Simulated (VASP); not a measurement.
# NbP: accuracy against cost in the k-mesh and plane-wave cutoff, part 2 of 3

A convergence test on NbP: the k-mesh and plane-wave cutoff. The series runs use LDA. The start is a computed cell from the Materials Project.

VASP 6.6.1; LDA; plane waves and PAW (Nb_sv, P).

So far. Step 6 (K-mesh: 6 6 6): Against the run before the energy moves by -6.70 meV an atom and the pressure by -0.06 GPa, after 12 cycles in 3.8 s.

### Step 7. K-mesh: 8 8 8

INCAR reads:

```
SYSTEM = NbP
PREC = Accurate
ENCUT = 400
EDIFF = 1E-06
NELM = 100
ISMEAR = -1
SIGMA = 0.05
LREAL = .FALSE.
ALGO = Normal
GGA = CA
NBANDS = 24
LASPH = .TRUE.
LORBIT = 11
LWAVE = .FALSE.
LCHARG = .FALSE.
KPAR = 4
ISIF = 2
```

POSCAR reads:

```
NbP
1.0
    0.0000000000     -3.3498465088      0.0000000000
   -3.3498465088      0.0000000000      0.0000000000
    1.6749232544     -1.6749232544     -5.7401081759
Nb P
2 2
Direct
    0.7498808000      0.2501192000      0.5002384000
    0.4998808000      0.0001192000      0.0002384000
    0.3327477700      0.6672522300      0.3345044600
    0.0827477800      0.4172522200      0.8345044400
```

KPOINTS reads:

```
Automatic mesh
0
Gamma
8 8 8
0 0 0
```

The projector-augmented-wave data sets are Nb_sv and P (PBE family, release 64).

The run is started by

```bash
mpirun -np 4 vasp_std
```

The log of the run:

```text
[... set-up lines as in an earlier step ...]
 entering main loop
       N       E                     dE             d eps       ncg     rms          rms(c)
DAV:   1     0.283587480951E+03    0.28359E+03   -0.16878E+04  2840   0.122E+03
DAV:   2    -0.170270862525E+02   -0.30061E+03   -0.29380E+03  3440   0.455E+02
DAV:   3    -0.404703195987E+02   -0.23443E+02   -0.23181E+02  5320   0.934E+01
DAV:   4    -0.415267799379E+02   -0.10565E+01   -0.10539E+01  4088   0.177E+01
[...]
DAV:  10    -0.390124599818E+02   -0.33711E-04   -0.13928E-03  3784   0.365E-01    0.405E-02
DAV:  11    -0.390124454458E+02    0.14536E-04   -0.98165E-05  3808   0.815E-02    0.181E-02
DAV:  12    -0.390124445757E+02    0.87009E-06   -0.57677E-06  3880   0.226E-02
   1 F= -.39012445E+02 E0= -.39008572E+02  d E =-.774582E-02
```

Run time: 6.2 s. Hardware: 4 MPI ranks of Intel Xeon 6975P-C (Granite Rapids), shared host; peak memory 0.66 GiB.

OUTCAR, selected parts (step 7):

```text
  Total       -3.6814732     -3.6814732     -3.5112876      0.0000000      0.0000000      0.0000000
  in kB      -91.5719223    -91.5719223    -87.3387745      0.0000000      0.0000000      0.0000000
  external PRESSURE =     -90.1608730 kB  Pullay stress =       0.0000000 kB

 POSITION                                       TOTAL-FORCE (eV/Angst)
 -----------------------------------------------------------------------------------
      0.00000     -3.34985     -2.87142         0.000000      0.000000      0.019567
      0.00000     -1.67492     -0.00137         0.000000      0.000000      0.019567
     -1.67492     -1.67492     -1.92009        -0.000000     -0.000000     -0.019567
      0.00000     -1.67492     -4.79015         0.000000      0.000000     -0.019567
 -----------------------------------------------------------------------------------
    total drift:                                0.000001     -0.000001      0.000458

  FREE ENERGIE OF THE ION-ELECTRON SYSTEM (eV)
  ---------------------------------------------------
  free  energy   TOTEN  =       -39.0124445757 eV

  energy  without entropy=      -39.0046987574  energy(sigma->0) =      -39.00857167

[... 1 part as in an earlier step ...]

[... 2 further parts left out ...]
[key lines of the parts left out:]
E-fermi :  10.3258
```

Against the run before the energy moves by -5.06 meV an atom and the pressure by -0.12 GPa, after 12 cycles in 6.2 s.

### Step 8. K-mesh: 10 10 10

INCAR is that of step 7.

POSCAR is that of step 7.

KPOINTS reads:

```
Automatic mesh
0
Gamma
10 10 10
0 0 0
```

The run is started by

```bash
mpirun -np 4 vasp_std
```

The log of the run:

```text
[... set-up lines as in an earlier step ...]
 entering main loop
       N       E                     dE             d eps       ncg     rms          rms(c)
DAV:   1     0.280776734531E+03    0.28078E+03   -0.17079E+04  4928   0.123E+03
DAV:   2    -0.174213563124E+02   -0.29820E+03   -0.29189E+03  6008   0.452E+02
DAV:   3    -0.404643918367E+02   -0.23043E+02   -0.22832E+02  9216   0.925E+01
DAV:   4    -0.415365336755E+02   -0.10721E+01   -0.10696E+01  7016   0.179E+01
[...]
DAV:  10    -0.390196380236E+02   -0.30586E-04   -0.14615E-03  6728   0.370E-01    0.396E-02
DAV:  11    -0.390196239385E+02    0.14085E-04   -0.95464E-05  6712   0.827E-02    0.182E-02
DAV:  12    -0.390196230790E+02    0.85955E-06   -0.56218E-06  6152   0.207E-02
   1 F= -.39019623E+02 E0= -.39016395E+02  d E =-.645583E-02
```

The job ended after 9.4 s (4 MPI ranks; peak memory 0.8 GiB).

OUTCAR, selected parts (step 8):

```text
  Total       -3.6848702     -3.6848702     -3.5655447      0.0000000      0.0000000      0.0000000
  in kB      -91.6564189    -91.6564189    -88.6883495      0.0000000      0.0000000      0.0000000
  external PRESSURE =     -90.6670625 kB  Pullay stress =       0.0000000 kB

 POSITION                                       TOTAL-FORCE (eV/Angst)
 -----------------------------------------------------------------------------------
      0.00000     -3.34985     -2.87142        -0.000000      0.000000      0.013579
      0.00000     -1.67492     -0.00137        -0.000000      0.000000      0.013579
     -1.67492     -1.67492     -1.92009         0.000000     -0.000000     -0.013579
      0.00000     -1.67492     -4.79015         0.000000     -0.000000     -0.013579
 -----------------------------------------------------------------------------------
    total drift:                                0.000001     -0.000001      0.000576

  FREE ENERGIE OF THE ION-ELECTRON SYSTEM (eV)
  ---------------------------------------------------
  free  energy   TOTEN  =       -39.0196230790 eV

  energy  without entropy=      -39.0131672490  energy(sigma->0) =      -39.01639516

[... 1 part as in an earlier step ...]

[... 2 further parts left out ...]
[key lines of the parts left out:]
E-fermi :  10.3304
```

Against the run before the energy moves by -1.96 meV an atom and the pressure by -0.05 GPa, after 12 cycles in 9.4 s.

### Step 9. K-mesh: 13 13 13

INCAR is that of step 8.

POSCAR is that of step 8.

KPOINTS reads:

```
Automatic mesh
0
Gamma
13 13 13
0 0 0
```

The run is started by

```bash
mpirun -np 4 vasp_std
```

The log of the run:

```text
[... set-up lines as in an earlier step ...]
 entering main loop
       N       E                     dE             d eps       ncg     rms          rms(c)
DAV:   1     0.281875838911E+03    0.28188E+03   -0.17034E+04  9488   0.123E+03
DAV:   2    -0.170242998629E+02   -0.29890E+03   -0.29246E+03 11448   0.455E+02
DAV:   3    -0.403710982090E+02   -0.23347E+02   -0.23050E+02 17536   0.925E+01
DAV:   4    -0.415365518383E+02   -0.11655E+01   -0.11626E+01 13664   0.186E+01
[...]
DAV:  10    -0.390237334153E+02   -0.32983E-04   -0.14490E-03 12736   0.370E-01    0.416E-02
DAV:  11    -0.390237188645E+02    0.14551E-04   -0.10170E-04 12744   0.824E-02    0.185E-02
DAV:  12    -0.390237179429E+02    0.92157E-06   -0.60918E-06 12664   0.222E-02
   1 F= -.39023718E+02 E0= -.39021255E+02  d E =-.492530E-02
```

Elapsed: 17 s, on 4 MPI ranks; peak memory 1.1 GiB.

OUTCAR, selected parts (step 9):

```text
  Total       -3.6733023     -3.6733023     -3.6169481      0.0000000      0.0000000      0.0000000
  in kB      -91.3686830    -91.3686830    -89.9669443      0.0000000      0.0000000      0.0000000
  external PRESSURE =     -90.9014368 kB  Pullay stress =       0.0000000 kB

 POSITION                                       TOTAL-FORCE (eV/Angst)
 -----------------------------------------------------------------------------------
      0.00000     -3.34985     -2.87142        -0.000000      0.000000      0.015730
      0.00000     -1.67492     -0.00137        -0.000000      0.000000      0.015730
     -1.67492     -1.67492     -1.92009         0.000000     -0.000000     -0.015730
      0.00000     -1.67492     -4.79015         0.000000     -0.000000     -0.015730
 -----------------------------------------------------------------------------------
    total drift:                                0.000001     -0.000001      0.000659

  FREE ENERGIE OF THE ION-ELECTRON SYSTEM (eV)
  ---------------------------------------------------
  free  energy   TOTEN  =       -39.0237179429 eV

  energy  without entropy=      -39.0187926421  energy(sigma->0) =      -39.02125529

[... 1 part as in an earlier step ...]

[... 2 further parts left out ...]
[key lines of the parts left out:]
E-fermi :  10.3350
```

Against the run before the energy moves by -1.22 meV an atom and the pressure by -0.02 GPa, after 12 cycles in 17 s.

### Step 10. The k-mesh series as a table

This step: convergence of LDA results with the mesh; plane waves and PAW (VASP 6.6.1).

No new run; the numbers come from the runs before.

Differences are taken from the run with 13 13 13. Results of the series, by row:

| setting | status | energy less the reference (meV/atom) | pressure (GPa) | largest force difference (meV/Å) | gap (eV) | SCF cycles | wall time (s) |
| --- | --- | --- | --- | --- | --- | --- | --- |
| 2 2 2 | converged | 224.6 | -5.387 | 200.9 | 0.094 | 13 | 1.4 |
| 3 3 3 | converged | 54.52 | -7.88 | 11.1 | 0.4095 | 12 | 1.8 |
| 4 4 4 | converged | 37.26 | -8.565 | 1.889 | 0 | 13 | 2.6 |
| 5 5 5 | converged | 14.93 | -8.834 | 20.69 | 0 | 13 | 3 |
| 6 6 6 | converged | 8.228 | -8.891 | 0.627 | 0.0435 | 12 | 3.8 |
| 8 8 8 | converged | 3.171 | -9.016 | 3.837 | 0 | 12 | 6.2 |
| 10 10 10 | converged | 1.215 | -9.067 | 2.151 | 0 | 12 | 9.4 |
| 13 13 13 | converged | 0 | -9.09 | 0 | 0 | 12 | 16.6 |

### Step 11. Plane-wave cutoff: ENCUT = 180

This step: LDA; plane waves and PAW (Nb_sv, P) (VASP 6.6.1).

The basis grows with ENCUT, and energy and stress both move with it.

INCAR, as its differences from that of step 9:

```diff
@@ -2,3 +2,3 @@
 PREC = Accurate
-ENCUT = 400
+ENCUT = 180
 EDIFF = 1E-06
```

POSCAR is that of step 9.

KPOINTS reads:

```
Automatic mesh
0
Gamma
7 7 7
0 0 0
```

The run is started by

```bash
mpirun -np 4 vasp_std
```

The log of the run:

```text
[... set-up lines as in an earlier step ...]
 entering main loop
       N       E                     dE             d eps       ncg     rms          rms(c)
DAV:   1     0.131771105646E+03    0.13177E+03   -0.11540E+04  2240   0.698E+02
DAV:   2    -0.294539511732E+02   -0.16123E+03   -0.15812E+03  2344   0.251E+02
DAV:   3    -0.419131092497E+02   -0.12459E+02   -0.12415E+02  3424   0.511E+01
DAV:   4    -0.421081116233E+02   -0.19500E+00   -0.19488E+00  2488   0.681E+00
DAV:   5    -0.421117573148E+02   -0.36457E-02   -0.36453E-02  2856   0.869E-01    0.482E+01
DAV:   6    -0.377581483111E+02    0.43536E+01   -0.15267E+01  2544   0.223E+01    0.323E+01
DAV:   7    -0.376797051027E+02    0.78443E-01   -0.19887E+00  3112   0.808E+00    0.536E+00
DAV:   8    -0.376675476210E+02    0.12157E-01   -0.10420E-01  2600   0.185E+00    0.988E-01
DAV:   9    -0.376679298890E+02   -0.38227E-03   -0.50908E-03  2552   0.359E-01    0.333E-01
DAV:  10    -0.376678684822E+02    0.61407E-04   -0.85344E-04  2728   0.199E-01    0.438E-02
DAV:  11    -0.376678562335E+02    0.12249E-04   -0.53029E-05  2912   0.351E-02    0.173E-02
DAV:  12    -0.376678498941E+02    0.63394E-05   -0.19454E-05  2512   0.304E-02    0.611E-03
DAV:  13    -0.376678500801E+02   -0.18595E-06   -0.73108E-07  1808   0.585E-03
   1 F= -.37667850E+02 E0= -.37664366E+02  d E =-.696730E-02
```

Elapsed: 2.2 s, on 4 MPI ranks; peak memory 0.44 GiB; 6.7 s of CPU time.

Parts of OUTCAR (step 11):

```text
   k-points           NKPTS =     40   k-points in BZ     NKDIM =     40   number of bands    NBANDS=     24

   ENCUT  =  180.0 eV  13.23 Ry    3.64 a.u.   3.66  3.66  6.79*2*pi/ulx,y,z

   NELECT =      36.0000    total number of electrons

 E-fermi :  10.7026

 k-point     1 :       0.0000    0.0000    0.0000
  band No.  band energies     occupation
    ...
     14       8.3872      2.00000
     15       8.3872      2.00000
     16       8.8085      2.00000
     17       9.2455      2.00000
     18       9.2455      2.00000
     19      11.7668      0.00000
     20      12.6273      0.00000
     21      13.6534      0.00000
     22      13.8346      0.00000
     23      13.8346      0.00000
    ...

  Total      -40.0277796    -40.0277796    -40.7490924      0.0000000      0.0000000      0.0000000
  in kB     -995.6396643   -995.6396643  -1013.5813943      0.0000000      0.0000000      0.0000000
  external PRESSURE =   -1001.6202410 kB  Pullay stress =       0.0000000 kB

 POSITION                                       TOTAL-FORCE (eV/Angst)
 -----------------------------------------------------------------------------------
      0.00000     -3.34985     -2.87142        -0.000000      0.000000     -0.040050
      0.00000     -1.67492     -0.00137        -0.000000      0.000000     -0.040050
     -1.67492     -1.67492     -1.92009         0.000000     -0.000000      0.040050
      0.00000     -1.67492     -4.79015         0.000000     -0.000000      0.040050
 -----------------------------------------------------------------------------------
    total drift:                               -0.000005      0.000006      0.000138

  FREE ENERGIE OF THE ION-ELECTRON SYSTEM (eV)
  ---------------------------------------------------
  free  energy   TOTEN  =       -37.6678500801 eV

  energy  without entropy=      -37.6608827773  energy(sigma->0) =      -37.66436643

[... 4 parts as in an earlier step ...]

[... 11 further parts left out ...]
```

This step gave:

* SCF cycles: 13
* irreducible k-points: 40
* free energy (TOTEN): -37.67 eV
* energy at zero smearing: -37.66 eV
* Fermi energy: 10.70 eV
* pressure: -100.2 GPa
* metallic, judged on the points sampled: no
* valence top at k: -0.2857, 0, 0.1429
* conduction bottom at k: -0.2857, 0, 0.1429
* least direct gap at k: -0.2857, 0, 0.1429
* gap on the k-mesh: 0.05650 eV
* least direct gap on the k-mesh: 0.05650 eV

The series starts at -9.4161 eV an atom and -100.16 GPa, after 13 cycles in 2.2 s.

### Step 12. Plane-wave cutoff: ENCUT = 220

INCAR, as its differences from that of step 11:

```diff
@@ -2,3 +2,3 @@
 PREC = Accurate
-ENCUT = 180
+ENCUT = 220
 EDIFF = 1E-06
```

POSCAR is that of step 11.

KPOINTS is that of step 11.

The run is started by

```bash
mpirun -np 4 vasp_std
```

The log of the run:

```text
[... set-up lines as in an earlier step ...]
 entering main loop
       N       E                     dE             d eps       ncg     rms          rms(c)
DAV:   1     0.163315951384E+03    0.16332E+03   -0.12768E+04  2152   0.809E+02
DAV:   2    -0.257263289927E+02   -0.18904E+03   -0.18504E+03  2384   0.303E+02
DAV:   3    -0.411555401974E+02   -0.15429E+02   -0.15349E+02  3648   0.630E+01
DAV:   4    -0.415577527322E+02   -0.40221E+00   -0.40178E+00  2592   0.105E+01
[...]
DAV:  11    -0.386611235218E+02    0.11000E-04   -0.44241E-05  2656   0.441E-02    0.124E-02
DAV:  12    -0.386611217427E+02    0.17791E-05   -0.53975E-06  2784   0.162E-02    0.286E-03
DAV:  13    -0.386611217913E+02   -0.48655E-07   -0.17932E-07  1896   0.264E-03
   1 F= -.38661122E+02 E0= -.38656887E+02  d E =-.846866E-02
```

The job ended after 2.4 s (4 MPI ranks; peak memory 0.46 GiB).

Parts of OUTCAR (step 12):

```text
  Total      -12.6570499    -12.6570499    -13.0923784      0.0000000      0.0000000      0.0000000
  in kB     -314.8278769   -314.8278769   -325.6561152      0.0000000      0.0000000      0.0000000
  external PRESSURE =    -318.4372896 kB  Pullay stress =       0.0000000 kB

 POSITION                                       TOTAL-FORCE (eV/Angst)
 -----------------------------------------------------------------------------------
      0.00000     -3.34985     -2.87142        -0.000000     -0.000000      0.030414
      0.00000     -1.67492     -0.00137         0.000000      0.000000      0.030414
     -1.67492     -1.67492     -1.92009         0.000000      0.000000     -0.030414
      0.00000     -1.67492     -4.79015        -0.000000     -0.000000     -0.030414
 -----------------------------------------------------------------------------------
    total drift:                                0.000013     -0.000012     -0.000122

  FREE ENERGIE OF THE ION-ELECTRON SYSTEM (eV)
  ---------------------------------------------------
  free  energy   TOTEN  =       -38.6611217913 eV

  energy  without entropy=      -38.6526531291  energy(sigma->0) =      -38.65688746

[... 1 part as in an earlier step ...]

[... 2 further parts left out ...]
[key lines of the parts left out:]
E-fermi :  10.4580
```

The k-mesh is coarse for a metal.

Against the run before the energy moves by -248.13 meV an atom and the pressure by +68.32 GPa, after 13 cycles in 2.4 s.

### Step 13. Plane-wave cutoff: ENCUT = 260

INCAR, as its differences from that of step 12:

```diff
@@ -2,3 +2,3 @@
 PREC = Accurate
-ENCUT = 220
+ENCUT = 260
 EDIFF = 1E-06
```

POSCAR is that of step 12.

KPOINTS is that of step 12.

The run is started by

```bash
mpirun -np 4 vasp_std
```

The log of the run:

```text
[... set-up lines as in an earlier step ...]
 entering main loop
       N       E                     dE             d eps       ncg     rms          rms(c)
DAV:   1     0.195615876161E+03    0.19562E+03   -0.13821E+04  2080   0.913E+02
DAV:   2    -0.230732706602E+02   -0.21869E+03   -0.21393E+03  2408   0.353E+02
DAV:   3    -0.409743416020E+02   -0.17901E+02   -0.17678E+02  3664   0.731E+01
DAV:   4    -0.416147487790E+02   -0.64041E+00   -0.63930E+00  2672   0.137E+01
[...]
DAV:  11    -0.390353593463E+02    0.49953E-05   -0.52020E-05  3032   0.494E-02    0.148E-02
DAV:  12    -0.390353581120E+02    0.12343E-05   -0.49565E-06  2592   0.203E-02    0.360E-03
DAV:  13    -0.390353581555E+02   -0.43504E-07   -0.23133E-07  1904   0.365E-03
   1 F= -.39035358E+02 E0= -.39031316E+02  d E =-.808475E-02
```

Elapsed: 3.4 s, on 4 MPI ranks; peak memory 0.51 GiB; 11 s of CPU time.

From OUTCAR (step 13):

```text
  Total       -4.8037851     -4.8037851     -4.9033629      0.0000000      0.0000000      0.0000000
  in kB     -119.4879904   -119.4879904   -121.9648622      0.0000000      0.0000000      0.0000000
  external PRESSURE =    -120.3136143 kB  Pullay stress =       0.0000000 kB

 POSITION                                       TOTAL-FORCE (eV/Angst)
 -----------------------------------------------------------------------------------
      0.00000     -3.34985     -2.87142        -0.000000      0.000000      0.022620
      0.00000     -1.67492     -0.00137        -0.000000      0.000000      0.022620
     -1.67492     -1.67492     -1.92009         0.000000     -0.000000     -0.022620
      0.00000     -1.67492     -4.79015         0.000000     -0.000000     -0.022620
 -----------------------------------------------------------------------------------
    total drift:                               -0.000001      0.000002      0.000220

  FREE ENERGIE OF THE ION-ELECTRON SYSTEM (eV)
  ---------------------------------------------------
  free  energy   TOTEN  =       -39.0353581555 eV

  energy  without entropy=      -39.0272734083  energy(sigma->0) =      -39.03131578

[... 1 part as in an earlier step ...]

[... 2 further parts left out ...]
[key lines of the parts left out:]
E-fermi :  10.3520
```

Against the run before the energy moves by -93.61 meV an atom and the pressure by +19.81 GPa, after 13 cycles in 3.4 s.

### Step 14. Plane-wave cutoff: ENCUT = 290

INCAR, as its differences from that of step 13:

```diff
@@ -2,3 +2,3 @@
 PREC = Accurate
-ENCUT = 260
+ENCUT = 290
 EDIFF = 1E-06
```

POSCAR is that of step 13.

KPOINTS is that of step 13.

The run is started by

```bash
mpirun -np 4 vasp_std
```

The log of the run:

```text
[... set-up lines as in an earlier step ...]
 entering main loop
       N       E                     dE             d eps       ncg     rms          rms(c)
DAV:   1     0.217483064523E+03    0.21748E+03   -0.14579E+04  2024   0.983E+02
DAV:   2    -0.221775762111E+02   -0.23966E+03   -0.23421E+03  2464   0.383E+02
DAV:   3    -0.407872158092E+02   -0.18610E+02   -0.18493E+02  3632   0.775E+01
DAV:   4    -0.415479497840E+02   -0.76073E+00   -0.75947E+00  2704   0.147E+01
[...]
DAV:  11    -0.390030848097E+02    0.79388E-05   -0.78285E-05  3032   0.625E-02    0.191E-02
DAV:  12    -0.390030833584E+02    0.14512E-05   -0.60872E-06  2624   0.236E-02    0.436E-03
DAV:  13    -0.390030833868E+02   -0.28311E-07   -0.22186E-07  1864   0.365E-03
   1 F= -.39003083E+02 E0= -.38999030E+02  d E =-.810600E-02
```

The job ended after 3.8 s (4 MPI ranks; peak memory 0.51 GiB).

Parts of OUTCAR (step 14):

```text
  Total       -3.8906781     -3.8906781     -3.8519352      0.0000000      0.0000000      0.0000000
  in kB      -96.7756270    -96.7756270    -95.8119469      0.0000000      0.0000000      0.0000000
  external PRESSURE =     -96.4544003 kB  Pullay stress =       0.0000000 kB

 POSITION                                       TOTAL-FORCE (eV/Angst)
 -----------------------------------------------------------------------------------
      0.00000     -3.34985     -2.87142        -0.000000      0.000000      0.027209
      0.00000     -1.67492     -0.00137        -0.000000      0.000000      0.027209
     -1.67492     -1.67492     -1.92009         0.000000     -0.000000     -0.027209
      0.00000     -1.67492     -4.79015         0.000000     -0.000000     -0.027209
 -----------------------------------------------------------------------------------
    total drift:                                0.000006     -0.000006      0.000082

  FREE ENERGIE OF THE ION-ELECTRON SYSTEM (eV)
  ---------------------------------------------------
  free  energy   TOTEN  =       -39.0030833868 eV

  energy  without entropy=      -38.9949773819  energy(sigma->0) =      -38.99903038

[... 1 part as in an earlier step ...]

[... 2 further parts left out ...]
[key lines of the parts left out:]
E-fermi :  10.3375
```

Against the run before the energy moves by +8.07 meV an atom and the pressure by +2.39 GPa, after 13 cycles in 3.8 s.

(Part 2 of 3 ends here.)

[Lines on the potential files, build, host, timing and source positions are cut from VASP's logs without a mark.]

[Logs are printed without paths, hosts, clocks, repeated set-up lines and the standing remarks that a program may print on its own settings, such as how far it seeks lower states.]

[Hosts, paths, dates, database ids (printed as entryN), source tags and the programs' standing remarks are cut or masked in the printed files.]

[A measured line is paired with the nearest computed mode of its activity, which favours agreement.]

[In band tables of VASP the shares of atoms and orbitals are scaled to a sum of 1 inside the atoms' spheres.]
